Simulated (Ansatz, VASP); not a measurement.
# H8C2SO in two plane-wave programs, part 2 of 2

Wanted: the spread between two codes on one cell, functional and k mesh. Of the first pair: The structure shown is the start of the Ansatz relaxation below; VASP solves that cell, so the two are compared at the walk's first step.

VASP 6.6.1 and Ansatz 0.2.0.

So far. Step 3 (VASP: single point, LDA, start cell, pair 1): The run ends at a pressure of 0.08 GPa, with forces up to 4.0 eV/Å.

## Step 5: Ansatz: relaxation, LDA

Level of this step: Ansatz beside VASP: Kohn-Sham DFT, plane waves, LDA (Ansatz).

This run makes the geometry at which the two programs are then compared. The cell compared in this pair holds 961.18 Å³, against 1375.15 Å³ for the pair before.

The structure compared here is the end of the Ansatz relaxation.

input.yaml

```yaml
crystal:
  lattice:
    - [11.1203, 0.0, 0.0]
    - [0.0, 11.1203, 0.0]
    - [0.0, 0.0, 11.1203]
  atoms:
    - { symbol: C, position: [0.26042, 0.03493, 0.37013] }
    - { symbol: C, position: [0.19052, 0.97137, 0.4705] }
    - { symbol: S, position: [0.03425, 0.97385, 0.44246] }
    - { symbol: H, position: [0.35125, 0.04666, 0.39059] }
    - { symbol: H, position: [0.23176, 0.12795, 0.37398] }
    - { symbol: H, position: [0.24663, 0.99664, 0.28253] }
    - { symbol: H, position: [0.19764, 0.02876, 0.55933] }
    - { symbol: H, position: [0.21398, 0.87723, 0.495] }
    - { symbol: H, position: [0.04159, 0.96065, 0.32116] }
    - { symbol: C, position: [0.67978, 0.20624, 0.4397] }
    - { symbol: C, position: [0.80316, 0.25939, 0.45787] }
    - { symbol: S, position: [0.87232, 0.29253, 0.31614] }
    - { symbol: H, position: [0.67869, 0.13699, 0.36577] }
    - { symbol: H, position: [0.62294, 0.2847, 0.41039] }
    - { symbol: H, position: [0.64435, 0.16944, 0.52309] }
    - { symbol: H, position: [0.85583, 0.19137, 0.50446] }
    - { symbol: H, position: [0.80228, 0.34192, 0.50577] }
    - { symbol: H, position: [0.84709, 0.1834, 0.26373] }
    - { symbol: C, position: [0.27019, 0.25975, 0.03885] }
    - { symbol: C, position: [0.15724, 0.2905, 0.11346] }
    - { symbol: S, position: [0.06383, 0.14761, 0.11214] }
    - { symbol: H, position: [0.31605, 0.34226, 0.03786] }
    - { symbol: H, position: [0.24064, 0.23465, 0.94715] }
    - { symbol: H, position: [0.32135, 0.19017, 0.08195] }
    - { symbol: H, position: [0.10084, 0.3611, 0.07747] }
    - { symbol: H, position: [0.19053, 0.31824, 0.19639] }
    - { symbol: H, position: [0.00823, 0.16596, 0.00263] }
    - { symbol: C, position: [0.809, 0.59352, 0.12901] }
    - { symbol: C, position: [0.8798, 0.67102, 0.21207] }
    - { symbol: S, position: [0.03878, 0.66272, 0.1777] }
[... 72 atom lines left out ...]
    - { symbol: O, position: [0.89041, 0.32088, 0.83968] }
    - { symbol: H, position: [0.95362, 0.25832, 0.82639] }
    - { symbol: H, position: [0.92185, 0.40116, 0.81413] }
    - { symbol: O, position: [0.33494, 0.38141, 0.73962] }
    - { symbol: H, position: [0.30982, 0.46334, 0.71236] }
    - { symbol: H, position: [0.29517, 0.31922, 0.68826] }
kpoints:
  mp_grid: { grid: [1, 1, 1] }
hamiltonian:
  xc: lda
scf:
  occupations: { method: fixed }
output:
  forces: true
relax:
  f_tol: 0.05
  max_steps: 200
  cell: {}
```

The run is started by

```sh
ansatz run input.yaml --threads 4 --pin off --max-ram 8192MiB --backend cpu --events-out ev --progress --plain --runs-dir out
```

Numbers of over 12 decimals in the logs are rounded to 6 here.

The program printed:

```text
[...]
Crystal: 108 atoms, lattice volume = 1375.148 Å³
Basis set: ecut = 420 eV, 26961 PW (Γ)
Bands: 234, of which v1, the nominal top of the filled ones, is band 126 counted from 1 (125 counted from 0)
Symmetry: 1 space group operations
[...]
k-points: 1
[...]
SCF iter   1: F=—  HF=-18327.105675 eV  |F-HF|=—  |Δ(HF+E_count)|=         —  Δρ=8.45e-3  dr2=8.18e-1  ethr=1.77e-3  ⟨swp⟩=5.0  Hψ=773  notcnv=0  defer=105
[...]
- { symbol: O, position: [0.302798, 0.029189, 0.834049] }
[...]
- { symbol: O, position: [0.070167, 0.141896, 0.765888] }
[...]
- { symbol: O, position: [0.679682, 0.317722, 0.902300] }
[...]
- { symbol: O, position: [0.935476, 0.333414, 0.872732] }
    - { symbol: H, position: [0.992213, 0.260536, 0.830013] }
    - { symbol: H, position: [0.964846, 0.426223, 0.843467] }
    - { symbol: O, position: [0.325109, 0.423392, 0.665044] }
    - { symbol: H, position: [0.270755, 0.490013, 0.711255] }
    - { symbol: H, position: [0.252989, 0.370419, 0.613879] }
```

## Step 6: VASP: single point, LDA, relaxed cell, pair 2

The same cell, functional (in two slightly different forms) and mesh now go to VASP, with its own data sets.

INCAR

```
SYSTEM = H8C2SO
PREC = Accurate
ENCUT = 600
EDIFF = 1E-06
NELM = 120
ISMEAR = 0
SIGMA = 0.01
LREAL = Auto
ALGO = Normal
GGA = PW92
NBANDS = 208
LORBIT = 11
LWAVE = .FALSE.
LCHARG = .FALSE.
ISIF = 2
LASPH = .TRUE.
GGA_COMPAT = .FALSE.
EFERMI = MIDGAP
NCORE = 2
```

POSCAR

```
H8C2SO
1.0
    9.6477290000      0.3030490000     -0.3402580000
    0.3030490000      9.6946330000      0.4638900000
   -0.3402580000      0.4638900000     10.3219360000
C S H O
18 9 72 9
Direct
    0.2648500000      0.0060500000      0.3934200000
    0.1765600000      0.9543900000      0.4993200000
    0.6806000000      0.2186200000      0.5209200000
    0.7945100000      0.3139500000      0.5430000000
    0.1983800000      0.2193200000      0.1073100000
    0.0591300000      0.1718500000      0.1398700000
    0.7614400000      0.5938800000      0.0765900000
    0.8767400000      0.6614100000      0.1454800000
    0.3714700000      0.4985700000      0.9977100000
    0.3987900000      0.6431300000      0.9476400000
    0.5235500000      0.5013700000      0.3204500000
    0.3751200000      0.4965300000      0.3546800000
    0.8535800000      0.6500200000      0.5679100000
    0.9986700000      0.5875300000      0.6009300000
    0.6281100000      0.8966700000      0.2738800000
    0.5785500000      0.0231600000      0.1848800000
    0.5690000000      0.8898400000      0.6038000000
    0.5534400000      0.8306300000      0.7402600000
    0.9925300000      0.9936400000      0.4550000000
    0.8766700000      0.3710400000      0.3959900000
    0.0280200000      0.0020700000      0.0897800000
    0.0460800000      0.5760800000      0.1321200000
    0.3452100000      0.7751600000      0.0505100000
    0.3137000000      0.6543500000      0.4176900000
    0.0687700000      0.6080300000      0.7647600000
    0.7062000000      0.1519200000      0.1762900000
    0.6579800000      0.9079200000      0.8621500000
    0.3751900000      0.9731700000      0.4196200000
    0.2546000000      0.1202700000      0.3794000000
    0.2343900000      0.9654800000      0.2999300000
[... 72 atom lines left out ...]
    0.4768600000      0.2082500000      0.7874200000
    0.3028000000      0.0291900000      0.8340500000
    0.0701700000      0.1419000000      0.7658900000
    0.6796800000      0.3177200000      0.9023000000
    0.9354800000      0.3334100000      0.8727300000
    0.3251100000      0.4233900000      0.6650400000
```

KPOINTS

```
Automatic mesh
0
Gamma
1 1 1
0 0 0
```

Potentials, in the order of the species: C, S, H and O (LDA family, release 64).

The run is started by

```sh
mpirun -np 8 vasp_gam
```

The program printed:

```text
[banner, memory and clock lines left out]
running    8 mpi-ranks, on    1 nodes
[...]
[... a notice as in an earlier step ...]

 LDA part: xc-table for (Slater(with rela. corr.)+PW92), standard interpolation
 POSCAR, INCAR and KPOINTS ok, starting setup
[...]
entering main loop
       N       E                     dE             d eps       ncg     rms          rms(c)
DAV:   1     0.173793890536E+04    0.17379E+04   -0.13871E+05   416   0.126E+03
DAV:   2    -0.399803661171E+03   -0.21377E+04   -0.20019E+04   520   0.266E+02
DAV:   3    -0.614779167762E+03   -0.21498E+03   -0.21285E+03   528   0.848E+01
DAV:   4    -0.619562039425E+03   -0.47829E+01   -0.47656E+01   512   0.143E+01
[...]
DAV:  16    -0.563880991638E+03    0.34078E-05   -0.19421E-05   536   0.119E-02    0.114E-02
DAV:  17    -0.563880989442E+03    0.21964E-05   -0.53013E-06   496   0.755E-03    0.777E-03
DAV:  18    -0.563880989104E+03    0.33718E-06   -0.34050E-06   512   0.536E-03
   1 F= -.56388099E+03 E0= -.56388099E+03  d E =0.000000E+00
```

From OUTCAR (step 6):

```text
  FREE ENERGIE OF THE ION-ELECTRON SYSTEM (eV)
  ---------------------------------------------------
  free  energy   TOTEN  =      -563.8809891044 eV

  energy  without entropy=     -563.8809891044  energy(sigma->0) =     -563.88098910
```

The run ends at a pressure of -0.14 GPa, with forces up to 0.17 eV/Å.

## Step 7: Side by side

What differs besides the data sets and the points named for the pairs above, as far as they apply: the cutoff is 420 eV in Ansatz and 600 eV in VASP (PREC = Accurate, projectors in real space). Total energies have different zeros and are not compared.

The two programs side by side:

| quantity | Ansatz | VASP | difference |
| --- | --- | --- | --- |
| pressure (GPa) | 0.00 | -0.14 | +0.14 |
| gap on the k mesh (eV) | 4.002 | 4.021 | -0.019 |

Forces on 7 of the 108 atoms, those with the largest forces and the largest differences (eV/Å; atoms numbered as in POSCAR):

| atom | Ansatz x, y, z | VASP x, y, z |
| --- | --- | --- |
| H82 | -0.007, -0.002, -0.004 | -0.144, -0.026, -0.080 |
| H83 | 0.005, -0.003, 0.007 | 0.069, -0.077, 0.127 |
| H86 | -0.021, -0.001, 0.009 | -0.112, -0.008, 0.080 |
| H90 | 0.007, -0.021, 0.010 | -0.003, -0.112, 0.089 |
| H93 | -0.004, -0.017, 0.000 | -0.087, -0.110, -0.017 |
| H98 | 0.003, 0.010, 0.006 | -0.045, 0.114, 0.088 |
| O106 | -0.018, 0.015, -0.011 | -0.092, 0.035, -0.100 |

The forces differ by 45 meV/Å r.m.s., where the r.m.s. force is 0.008 eV/Å in Ansatz and 0.046 eV/Å in VASP: the atoms lie near their places of rest in Ansatz, so a percentage would say little (all taken over all components). A gap on the mesh is an upper bound, since the band edges may lie between its points.

## Step 8: Outcome

```json
{
 "r.m.s. force difference (single point, LDA, start cell, pair 1)": "6.1 % of the r.m.s. force",
 "r.m.s. force difference (single point, LDA, relaxed cell, pair 2)": "45 meV/Å"
}
```

**Reading.** The r.m.s. force difference is 45 meV/Å (single point, LDA, relaxed cell, pair 2), beyond the 12 meV/Å picked in this series as the mark of a large difference. What causes the difference of the single point, LDA, start cell, pair 1 pair stays open here. What causes the difference of the single point, LDA, relaxed cell, pair 2 pair stays open here. How closely two codes agree says nothing of how well the functional describes the real material.

[Lines on the potential files, build, host, timing and source positions are cut from VASP's logs without a mark.]

[Logs are printed without paths, hosts, clocks, repeated set-up lines and the standing remarks that a program may print on its own settings, such as how far it seeks lower states.]

[Hosts, paths, dates, database ids (printed as entryN), source tags and the programs' standing remarks are cut or masked in the printed files.]
